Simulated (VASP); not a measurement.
Na4Ir:

```
Na Ir
1.0
     0.00000    5.77355    5.77355
     5.77355    0.00000    5.77355
     5.77355    5.77355    0.00000
Na Ir
4 1
Direct
  0.86168 0.41496 0.86168
  0.86168 0.86168 0.41496
  0.86168 0.86168 0.86168
  0.41496 0.86168 0.86168
  0.00000 0.00000 0.00000
```

The cell was built by a generator and needn't be a form met in nature.

- Program: VASP 6.6.1
- Task: relaxation of cell and atoms
- Functional: PBE
- Dispersion: TS
- Potentials or basis: VASP PAW PBE potentials, release 64 (Na_pv, Ir)
- Cutoff: 600 eV
- k mesh: 3 × 3 × 3
- Occupations: fermi-dirac, width 0.05 eV
- Spin: no spin polarisation

At the start: pressure -0.9 GPa; volume 76.98 Å³/atom.

Task: Where does the relaxation end?

Result: Over 8 steps the energy falls by 26.3 meV/atom and the volume is 68.22 Å³/atom (-11.4 %); space group F-43m (No. 216, to 0.05 Å).

The path:
```tsv
step	energy change (eV)	largest force (eV/Å)	pressure (GPa)	volume (Å³)
1	0.0000	0.1150	-0.87	384.91
2	-0.0966	0.0486	-0.44	362.11
3	-0.1190	0.1866	-0.08	348.22
4	-0.1194	0.2037	-0.04	346.63
5	-0.1272	0.1192	-0.02	344.26
6	-0.1303	0.0611	0.00	342.65
7	-0.1309	0.0573	0.03	339.46
8	-0.1315	0.0048	0.01	341.11
```

Final structure:
```xyz
5
Lattice="0.0000 5.5457 5.5457 5.5457 0.0000 5.5457 5.5457 5.5457 0.0000" Properties=species:S:1:pos:R:3 pbc="T T T"
Na    7.0706    9.5664    7.0706
Na    7.0706    7.0706    9.5664
Na    9.5664    9.5664    9.5664
Na    9.5664    7.0706    7.0706
Ir    0.0000    0.0000    0.0000
```

Caveat: atom-pairwise D2, TS and ULG terms overbind metals; pairwise dispersion overbinds metals, which lowers pressure and volume.
